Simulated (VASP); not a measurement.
# ScIr2: Sc into a neighbouring Sc vacancy, part 2 of 4

How hard is this move in ScIr2: Sc into a neighbouring Sc vacancy? Both ends are relaxed first, then a band of images between them. The start is a cell from a database of measured crystal structures.

VASP 6.6.1; PBEsol; plane waves and PAW (Ir, Sc_sv).

So far. Step 2 (Relax the host): The run ended after 3 ionic steps, 0.005 eV below its first step, once forces and stress met EDIFFG = -0.02.

## 3. Relax the start

System of this step: Sc7Ir16. The cell holds 23 atoms: 16 Ir and 7 Sc. Its edges and angles: a = 7.328 Å, b = 7.328 Å, c = 7.328 Å, α = 90.0°, β = 90.0°, γ = 90.0°. It derives from ScIr2. Nearest the centre at fractional (0.625, 0.625, 0.625): Sc20 at 1.60 Å, Ir2 at 2.57 Å, Ir7 at 2.58 Å, Ir10 at 2.59 Å, Ir4 at 2.59 Å, Ir11 at 2.60 Å, Ir8 at 2.61 Å, Ir15 at 3.65 Å.

A path needs two true minima; the start is relaxed with symmetry off.

INCAR reads:

```
SYSTEM = Sc7Ir16
PREC = Normal
ENCUT = 280
EDIFF = 1E-05
NELM = 120
ISMEAR = 1
SIGMA = 0.15
LREAL = Auto
ALGO = Fast
GGA = PS
NBANDS = 137
LORBIT = 11
LWAVE = .FALSE.
LCHARG = .FALSE.
KPAR = 3
IBRION = 2
NSW = 60
ISIF = 2
EDIFFG = -0.05
POTIM = 0.4
MAXMIX = 40
ISYM = 0
```

POSCAR reads:

```
Sc7Ir16
1.0
    7.3278034656      0.0000000000      0.0000000000
    0.0000000000      7.3278034656      0.0000000000
    0.0000000000      0.0000000000      7.3278034656
Ir Sc
16 7
Direct
    0.3759432136      0.1272424677      0.3759018721
    0.8714432528      0.6274710157      0.3762183039
    0.8735344770      0.1265860636      0.8759950387
    0.3758027849      0.6250775737      0.8764921606
    0.3729899731      0.3745553649      0.1236841369
    0.8766344494      0.8751084148      0.1242017888
    0.8728659131      0.3742980373      0.6250222227
    0.3742477885      0.8785319283      0.6277476837
    0.1176003406      0.3698442579      0.3745229891
    0.6238477027      0.8755831024      0.3755931434
    0.6307802826      0.3719649274      0.8739693910
    0.1305753996      0.8767650664      0.8768097193
    0.1235971066      0.1205018576      0.1254570667
    0.6252975355      0.6216501502      0.1231352484
    0.6248033690      0.1224214603      0.6247317887
    0.1252606048      0.6250971266      0.6236181626
    0.2516205349      0.2524322895      0.7508757012
    0.2477667790      0.7519969211      0.2486314043
    0.7523995202      0.2470747375      0.2524958835
    0.4999452402      0.4965917511      0.4991432645
    0.0001476630      0.0007445378      0.4973192837
   -0.0030223874      0.5005447322     -0.0012739141
    0.5006427727      0.0020729801     -0.0045000862
```

KPOINTS reads:

```
Automatic mesh
0
Monkhorst-Pack
3 3 3
0 0 0
```

Potentials, in the order of the species: Ir and Sc_sv (PBE family, release 64).

Run with:

```bash
$ mpirun -np 3 vasp_std
```

The log of the run:

```text
[banner, memory and clock lines left out]
running    3 mpi-ranks, on    1 nodes
 distrk:  each k-point on    1 cores,    3 groups
 distr:  one band on    1 cores,    1 groups

 POSCAR found type information on POSCAR IrSc
 POSCAR found :  2 types and      23 ions
 [... a notice as in an earlier step ...]

 LDA part: xc-table for (Slater+PW92), standard interpolation
 POSCAR, INCAR and KPOINTS ok, starting setup
 FFT: planning ... GRIDC
 FFT: planning ... GRID_SOFT
 FFT: planning ... GRID
 WAVECAR not read
 entering main loop
       N       E                     dE             d eps       ncg     rms          rms(c)
DAV:   1     0.237026530317E+04    0.23703E+04   -0.67747E+04  4132   0.105E+03
DAV:   2     0.423336486433E+02   -0.23279E+04   -0.22665E+04  3836   0.491E+02
DAV:   3    -0.204805665091E+03   -0.24714E+03   -0.22779E+03  6535   0.145E+02
DAV:   4    -0.231221796440E+03   -0.26416E+02   -0.24477E+02  6296   0.609E+01
DAV:   5    -0.232424318108E+03   -0.12025E+01   -0.11665E+01  6344   0.119E+01    0.562E+01
RMM:   6    -0.218503782928E+03    0.13921E+02   -0.17470E+01  3841   0.215E+01    0.245E+01
RMM:   7    -0.219477519987E+03   -0.97374E+00   -0.35598E+01  4374   0.205E+01    0.162E+01
RMM:   8    -0.216362515891E+03    0.31150E+01   -0.96164E+00  4897   0.117E+01    0.388E+00
RMM:   9    -0.216330525445E+03    0.31990E-01   -0.21462E+00  5249   0.422E+00    0.282E+00
RMM:  10    -0.216283353678E+03    0.47172E-01   -0.49191E-01  5244   0.218E+00    0.240E+00
RMM:  11    -0.216241672883E+03    0.41681E-01   -0.19555E-01  3989   0.231E+00    0.156E+00
RMM:  12    -0.216227449740E+03    0.14223E-01   -0.94578E-02  4638   0.117E+00    0.621E-01
RMM:  13    -0.216228256109E+03   -0.80637E-03   -0.54906E-02  5649   0.486E-01    0.425E-01
RMM:  14    -0.216228814972E+03   -0.55886E-03   -0.12072E-02  5397   0.250E-01    0.217E-01
RMM:  15    -0.216228983382E+03   -0.16841E-03   -0.42038E-03  5231   0.144E-01    0.127E-01
RMM:  16    -0.216229028374E+03   -0.44992E-04   -0.15437E-03  5093   0.990E-02    0.481E-02
RMM:  17    -0.216229087579E+03   -0.59204E-04   -0.71807E-04  5068   0.534E-02    0.299E-02
RMM:  18    -0.216229100051E+03   -0.12472E-04   -0.18169E-04  3654   0.299E-02    0.190E-02
RMM:  19    -0.216229107727E+03   -0.76765E-05   -0.87468E-05  2836   0.232E-02
   1 F= -.21622911E+03 E0= -.21623185E+03  d E =-.216229E+03
 curvature:   0.00 expect dE= 0.000E+00 dE for cont linesearch  0.000E+00
 trial: gam= 0.00000 g(F)=  0.287E+00 g(S)=  0.000E+00 ort = 0.000E+00 (trialstep = 0.100E+01)
 search vector abs. value=  0.287E+00
 bond charge predicted
       N       E                     dE             d eps       ncg     rms          rms(c)
DAV:   1    -0.216210815102E+03    0.18285E-01   -0.47766E+01  4392   0.307E+01    0.134E+00
RMM:   2    -0.216331491521E+03   -0.12068E+00   -0.13340E+00  4171   0.670E+00    0.136E+00
RMM:   3    -0.216381530540E+03   -0.50039E-01   -0.50833E-01  5611   0.264E+00    0.107E+00
RMM:   4    -0.216389783911E+03   -0.82534E-02   -0.10472E-01  5475   0.872E-01    0.823E-01
RMM:   5    -0.216387636251E+03    0.21477E-02   -0.15065E-02  5143   0.435E-01    0.753E-01
RMM:   6    -0.216386789876E+03    0.84637E-03   -0.19951E-02  4919   0.402E-01    0.464E-01
RMM:   7    -0.216389000157E+03   -0.22103E-02   -0.12237E-02  5454   0.288E-01    0.322E-01
RMM:   8    -0.216387420283E+03    0.15799E-02   -0.25403E-03  4333   0.173E-01    0.228E-01
RMM:   9    -0.216386265490E+03    0.11548E-02   -0.37172E-03  4329   0.165E-01    0.121E-01
RMM:  10    -0.216386182005E+03    0.83485E-04   -0.22725E-03  5102   0.120E-01    0.661E-02
RMM:  11    -0.216386190298E+03   -0.82934E-05   -0.26070E-04  4439   0.508E-02    0.549E-02
RMM:  12    -0.216386189905E+03    0.39267E-06   -0.72816E-05  3312   0.266E-02
   2 F= -.21638619E+03 E0= -.21638887E+03  d E =-.157082E+00
[... from here on, the cycles between the ionic steps are left out ...]
   3 F= -.21638791E+03 E0= -.21639051E+03  d E =-.158798E+00
   4 F= -.21648557E+03 E0= -.21648944E+03  d E =-.976613E-01
   5 F= -.21655389E+03 E0= -.21655848E+03  d E =-.165983E+00
   6 F= -.21663159E+03 E0= -.21663660E+03  d E =-.777008E-01
   7 F= -.21664379E+03 E0= -.21664871E+03  d E =-.899000E-01
   8 F= -.21666616E+03 E0= -.21666979E+03  d E =-.223744E-01
   9 F= -.21666975E+03 E0= -.21667375E+03  d E =-.259570E-01
  10 F= -.21668637E+03 E0= -.21669000E+03  d E =-.166247E-01
  11 F= -.21668803E+03 E0= -.21669135E+03  d E =-.182799E-01
  12 F= -.21669176E+03 E0= -.21669512E+03  d E =-.373038E-02
  13 F= -.21669212E+03 E0= -.21669549E+03  d E =-.409263E-02
  14 F= -.21669210E+03 E0= -.21669547E+03  d E =-.407841E-02
  15 F= -.21669211E+03 E0= -.21669548E+03  d E =-.408677E-02
  16 F= -.21669315E+03 E0= -.21669644E+03  d E =-.103616E-02
  17 F= -.21669314E+03 E0= -.21669645E+03  d E =-.102635E-02
  18 F= -.21669314E+03 E0= -.21669644E+03  d E =-.102379E-02
  19 F= -.21669314E+03 E0= -.21669645E+03  d E =-.102619E-02
  20 F= -.21669314E+03 E0= -.21669644E+03  d E =-.102674E-02
  21 F= -.21669363E+03 E0= -.21669697E+03  d E =-.494529E-03
 trial-energy change:   -0.000495  1 .order   -0.000389   -0.001044    0.000267
 step:   1.1273(harm=  1.0488)  dis= 0.00275  next Energy=  -216.693652 (dE=-0.513E-03)
 bond charge predicted
       N       E                     dE             d eps       ncg     rms          rms(c)
DAV:   1    -0.216693610111E+03    0.19512E-04   -0.78989E-03  4388   0.396E-01    0.172E-02
RMM:   2    -0.216693627451E+03   -0.17339E-04   -0.20415E-04  3813   0.892E-02    0.110E-02
RMM:   3    -0.216693636044E+03   -0.85929E-05   -0.89862E-05  3696   0.384E-02
  22 F= -.21669364E+03 E0= -.21669696E+03  d E =-.497439E-03
 curvature:  -0.82 expect dE=-0.445E-03 dE for cont linesearch -0.234E-04
 trial: gam= 0.45984 g(F)=  0.541E-03 g(S)=  0.000E+00 ort = 0.197E-03 (trialstep = 0.128E+01)
 search vector abs. value=  0.101E-02
 reached required accuracy - stopping structural energy minimisation
```

The job ended after 7.8 min (3 MPI ranks of Intel Xeon 6975P-C (Granite Rapids), shared host; peak memory 0.98 GiB; 23 min of CPU time).

Parts of OUTCAR (step 3):

```text
 Found     14 irreducible k-points:

   k-points           NKPTS =     14   k-points in BZ     NKDIM =     14   number of bands    NBANDS=    137

   dimension x,y,z NGX =    30 NGY =   30 NGZ =   30
   dimension x,y,z NGXF=    60 NGYF=   60 NGZF=   60

   ENCUT  =  280.0 eV  20.58 Ry    4.54 a.u.  10.00 10.00 10.00*2*pi/ulx,y,z

   NELECT =     221.0000    total number of electrons

 E-fermi :   7.0572

 k-point     1 :       0.0000    0.0000    0.0000
  band No.  band energies     occupation
    ...
    113       7.0351      1.24624
    114       7.0378      1.21683
    115       7.0386      1.20806
    116       7.0676      0.88275
    117       7.0809      0.73623
    118       7.5722     -0.00001
    119       7.5768     -0.00001
    120       7.9721     -0.00000
    121       7.9781     -0.00000
    122       7.9819     -0.00000
    ...

 k-point     2 :       0.3333    0.0000    0.0000
  band No.  band energies     occupation
    ...
    107       6.8504      2.06504
    108       6.8765      2.07079
    109       7.0145      1.46050
    110       7.0695      0.86178
    111       7.0719      0.83424
    112       7.1909     -0.01970
    113       7.2113     -0.05549
    114       7.2835     -0.05453
    115       7.3199     -0.03271
    116       7.3211     -0.03206
    ...

  Total       -4.1204605     -4.1966792     -4.2077103     -0.0438113      0.0277908     -0.0119571
  in kB      -16.7777956    -17.0881448    -17.1330614     -0.1783918      0.1131595     -0.0486871
  external PRESSURE =     -16.9996673 kB  Pullay stress =       0.0000000 kB

  energy-cutoff  :      280.00
  volume of cell :      393.48
      direct lattice vectors                 reciprocal lattice vectors
     7.327803466  0.000000000  0.000000000     0.136466542  0.000000000  0.000000000
     0.000000000  7.327803466  0.000000000     0.000000000  0.136466542  0.000000000
     0.000000000  0.000000000  7.327803466     0.000000000  0.000000000  0.136466542

 POSITION                                       TOTAL-FORCE (eV/Angst)
 -----------------------------------------------------------------------------------
      2.74365      0.95031      2.75799         0.003565      0.039684     -0.000757
      6.41660      4.57084      2.73704         0.017916      0.013187      0.015526
      6.44173      0.94700      6.43887         0.004707      0.017351     -0.004229
      2.73006      4.56076      6.42562        -0.016755      0.030658     -0.012625
      2.72038      2.74430      0.91245        -0.005455     -0.003518      0.016302
      6.41992      6.42535      0.92999        -0.013786      0.003552      0.004435
      6.42268      2.73225      4.56150        -0.006981     -0.017570      0.021791
      2.71133      6.44030      4.55392         0.008800      0.011669     -0.003513
      0.90114      2.73794      2.72527         0.005589     -0.011284     -0.023788
      4.55048      6.43620      2.71458        -0.009002     -0.014950     -0.021900
      4.55872      2.71311      6.43303        -0.005550      0.007395      0.009150
      0.93787      6.42077      6.43046        -0.004545     -0.037389     -0.031656
      0.93949      0.89600      0.93108         0.024125     -0.004164      0.020988
      4.56466      4.55035      0.93884        -0.026776     -0.022551     -0.006705
      4.58060      0.92339      4.56247         0.010815     -0.010343      0.028754
      0.95614      4.55022      4.54948        -0.006230     -0.014676     -0.003744
      1.82805      1.82906      5.49599         0.003179      0.007850     -0.008225
      1.83157      5.49451      1.83114         0.001342     -0.005032      0.002165
      5.49400      1.82975      1.82953        -0.004701     -0.004854     -0.001490
      3.80940      3.80895      3.81275         0.006290      0.001532      0.005429
      7.17894      7.17493      3.81179        -0.003810      0.006047     -0.000936
      7.18040      3.81241      7.17796         0.000836      0.004002     -0.002529
      3.80912      7.17409      7.17302         0.016429      0.003401     -0.002444
 -----------------------------------------------------------------------------------
    total drift:                                0.000621     -0.002982     -0.000160

  FREE ENERGIE OF THE ION-ELECTRON SYSTEM (eV)
  ---------------------------------------------------
  free  energy   TOTEN  =      -216.6936360438 eV

  energy  without entropy=     -216.7036187150  energy(sigma->0) =     -216.69696360

 total charge
# of ion       s       p       d       tot
------------------------------------------
    1        0.749   0.677   7.042   8.467
    2        0.756   0.657   7.048   8.462
    3        0.755   0.657   7.049   8.462
    4        0.756   0.658   7.050   8.464
    5        0.748   0.677   7.042   8.467
    6        0.756   0.657   7.049   8.462
    7        0.756   0.658   7.048   8.461
    8        0.756   0.658   7.050   8.464
    9        0.749   0.677   7.042   8.468
   10        0.755   0.658   7.048   8.461
   11        0.756   0.658   7.048   8.462
   12        0.756   0.658   7.050   8.464
   13        0.749   0.678   7.042   8.469
   14        0.755   0.657   7.048   8.461
   15        0.756   0.657   7.049   8.461
   16        0.756   0.658   7.050   8.464
   17        2.202   6.155   0.987   9.344
   18        2.202   6.155   0.987   9.344
   19        2.202   6.155   0.986   9.343
   20        2.201   6.150   0.980   9.331
   21        2.201   6.150   0.980   9.331
   22        2.201   6.150   0.980   9.331
   23        2.201   6.150   0.980   9.331
--------------------------------------------------
tot         27.471  53.666 119.634 200.771

[... 1 part as in an earlier step ...]

[... 7 further parts left out ...]
```

CONTCAR:

```
Sc7Ir16
   1.00000000000000
     7.3278034655999997    0.0000000000000000    0.0000000000000000
     0.0000000000000000    7.3278034655999997    0.0000000000000000
     0.0000000000000000    0.0000000000000000    7.3278034655999997
  Ir              Sc
    16     7
Direct
     0.3744161797261064    0.1296851218610130    0.3763734435913351
     0.8756517530121790    0.6237670870175603    0.3735139915420786
     0.8790799993536496    0.1292344894906294    0.8786899616364190
     0.3725623609462396    0.6223911609389129    0.8768822551889360
     0.3712413995491850    0.3745045466911598    0.1245184086704944
     0.8761040927212567    0.8768451052517879    0.1269128908411482
     0.8764813472826526    0.3728611710103918    0.6224919747120368
     0.3700064808429761    0.8788856340424298    0.6214579085198053
     0.1229748825797985    0.3736367514203541    0.3719082759611680
     0.6209884805266768    0.8783258769014977    0.3704493129916840
     0.6221126236774259    0.3702492279994588    0.8778933292190817
     0.1279879024410651    0.8762204454299451    0.8775428679172642
     0.1282085502014741    0.1222740097883790    0.1270618167568027
     0.6229230636582824    0.6209700110727163    0.1281204723388502
     0.6250987297989191    0.1260111623584777    0.6226240422449724
     0.1304817020491267    0.6209529536609679    0.6208515123532329
     0.2494681182497694    0.2496052953726730    0.7500194092009107
     0.2499481339845878    0.7498162891631295    0.2498887497515145
     0.7497465533615750    0.2496989894672071    0.2496690656590527
     0.5198553191921684    0.5197936957197070    0.5203127447187159
     0.9796845477337988    0.9791372674864257    0.5201813735002788
     0.9798843373917319    0.5202666929377369    0.9795516026679369
     0.5198177581193505    0.9790237790174372    0.9788768435163016
```

This run has no spin polarisation. Its electron count is odd, so without a moment it is a metal by construction.

Step by step:

| step | energy less that of the first step (eV) | largest force (eV/Å) |
| --- | --- | --- |
| 1 | 0.0000 | 1.4002 |
| 2 | -0.1571 | 0.6645 |
| 3 | -0.1588 | 0.6547 |
| 4 | -0.2565 | 0.5168 |
| 5 | -0.3248 | 0.6180 |
| 6 | -0.4025 | 0.2993 |
| 7 | -0.4147 | 0.4443 |
| 8 | -0.4371 | 0.5046 |
| 9 | -0.4406 | 0.2643 |
| 10 | -0.4573 | 0.1685 |
| 11 | -0.4589 | 0.2103 |
| 12 | -0.4626 | 0.1477 |
| 13 | -0.4630 | 0.0763 |
| 14 | -0.4630 | 0.0911 |
| 15 | -0.4630 | 0.0817 |
| 16 | -0.4640 | 0.0630 |
| 17 | -0.4640 | 0.0527 |
| 18 | -0.4640 | 0.0588 |
| 19 | -0.4640 | 0.0542 |
| 20 | -0.4640 | 0.0573 |
| 21 | -0.4645 | 0.0575 |
| 22 | -0.4645 | 0.0492 |

The atoms that moved most (Å):

```csv
atom,dx,dy,dz,length
Sc21,-0.150,-0.158,0.168,0.275
Sc20,0.146,0.170,0.155,0.273
Sc23,0.141,-0.169,-0.122,0.251
Sc22,-0.125,0.145,-0.141,0.237
Ir11,-0.064,-0.013,0.029,0.071
Ir8,-0.031,0.003,-0.046,0.056
Ir16,0.038,-0.030,-0.020,0.053
Ir9,0.039,0.028,-0.019,0.052
```

The relaxed structure:

```xyz
23
Lattice="7.3278 0.0000 0.0000 0.0000 7.3278 0.0000 0.0000 0.0000 7.3278" Properties=species:S:1:pos:R:3 pbc="T T T"
Ir    2.7436    0.9503    2.7580
Ir    6.4166    4.5708    2.7370
Ir    6.4417    0.9470    6.4389
Ir    2.7301    4.5608    6.4256
Ir    2.7204    2.7443    0.9124
Ir    6.4199    6.4253    0.9300
Ir    6.4227    2.7323    4.5615
Ir    2.7113    6.4403    4.5539
Ir    0.9011    2.7379    2.7253
Ir    4.5505    6.4362    2.7146
Ir    4.5587    2.7131    6.4330
Ir    0.9379    6.4208    6.4305
Ir    0.9395    0.8960    0.9311
Ir    4.5647    4.5503    0.9388
Ir    4.5806    0.9234    4.5625
Ir    0.9561    4.5502    4.5495
Sc    1.8281    1.8291    5.4960
Sc    1.8316    5.4945    1.8311
Sc    5.4940    1.8297    1.8295
Sc    3.8094    3.8089    3.8127
Sc   -0.1489   -0.1529    3.8118
Sc   -0.1474    3.8124   -0.1498
Sc    3.8091   -0.1537   -0.1548
```

Numbers from this step:

- electronic cycles: 165
- electrons: 221
- free energy (TOTEN): -216.6936 eV
- energy at zero smearing: -216.6970 eV
- Fermi energy: 7.057 eV

The run ended after 22 ionic steps, 0.465 eV below its first step, once the forces on the free atoms met EDIFFG = -0.05.

(Continued in part 3 of 4.)

[Lines on the potential files, build, host, timing and source positions are cut from VASP's logs without a mark.]

[Logs are printed without paths, hosts, clocks, repeated set-up lines and the standing remarks that a program may print on its own settings, such as how far it seeks lower states.]

[Hosts, paths, dates, database ids (printed as entryN), source tags and the programs' standing remarks are cut or masked in the printed files.]

[Runs that stopped without an error message from VASP are left out.]
